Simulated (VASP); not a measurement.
Input:

```xyz
2
Lattice="3.3138 0.0000 0.0000 0.0000 3.3138 0.0000 0.0000 0.0000 3.3138" Properties=species:S:1:pos:R:3 pbc="T T T"
Ru     0.0000     0.0000     0.0000
Sb     1.6569     1.6569     1.6569
```

All values below come from PBE GGA, VASP's PBE PAW potentials (set 64) (plane waves; VASP 6.6.1). Run with 300 eV cut-off, 5×5×5 Γ-centred mesh, Gaussian smearing of 0.14 eV, potentials Ru_pv Sb.

At this cut-off the stress carries a Pulay error, which pulls relaxed volumes low. Energy and stress use the plane-wave basis of the starting cell.

Task: The ions, cell shape and volume are relaxed. What does this cell relax into?

Result: 
```xyz
2
Lattice="3.2681 0.0000 0.0000 0.0000 3.2681 0.0000 0.0000 0.0000 3.2681" Properties=species:S:1:pos:R:3 pbc="T T T"
Ru     0.0000     0.0000     0.0000
Sb     1.6341     1.6341     1.6341
```
Space group Pm-3m (221), at a tolerance of 0.03 Å.

Task: How do energy and volume change from the first to the last step?

Result: The energy (σ→0) changes by -15.6 meV/atom and the volume by -4.1 %, in 4 ionic steps.

The structure was generated: SbRu was put into an ordered model structure, which need not be its known phase. This run relaxes it. Symmetry was kept, so distortions that lower it aren't found. The k-mesh is coarse (spacing up to 0.38 per Å, 2π included), so the numbers may not be converged in it. The run is one of a series of settings (EDIFFG = -0.01, IBRION = 2, ISIF = 3, NSW = 50 against the base run), some of them coarse on purpose. The electron count is odd and the run is not spin-polarised, which forces a metal.
